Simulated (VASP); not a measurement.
Consider the following.

```xyz
2
Lattice="0.0000 2.2672 2.2672 2.2672 0.0000 2.2672 2.2672 2.2672 0.0000" Properties=species:S:1:pos:R:3 pbc="T T T"
Hf     0.0000     0.0000     0.0000
N      2.2672     2.2672     2.2672
```

Computed with PBE GGA, VASP's PBE PAW potentials (set 64) (plane waves; VASP 6.6.1). Run with 600 eV cut-off, 14×14×14 Γ-centred mesh, first-order Methfessel-Paxton smearing of 0.10 eV, potentials Hf_pv N.

Energy and stress use the plane-wave basis of the starting cell.

Question: The ions, cell shape and volume at an external pressure of 10.0 GPa are relaxed. Give the cell that the relaxation ends in.

Answer: 
```xyz
2
Lattice="0.0000 2.2412 2.2412 2.2412 0.0000 2.2412 2.2412 2.2412 0.0000" Properties=species:S:1:pos:R:3 pbc="T T T"
Hf     4.4825     4.4825     4.4825
N      2.2412     2.2412     2.2412
```
Space group Fm-3m (225), at a tolerance of 0.03 Å.

Question: How do energy and volume change from the first to the last step?

Answer: The energy (σ→0) changes by +11.8 meV/atom and the volume by -3.4 %, in 4 ionic steps.

The compound is HfN in the rock salt structure. This run relaxes it under an external pressure of 10 GPa. Symmetry was kept, so distortions that lower it aren't found. The electron count is odd and the run is not spin-polarised, which forces a metal.
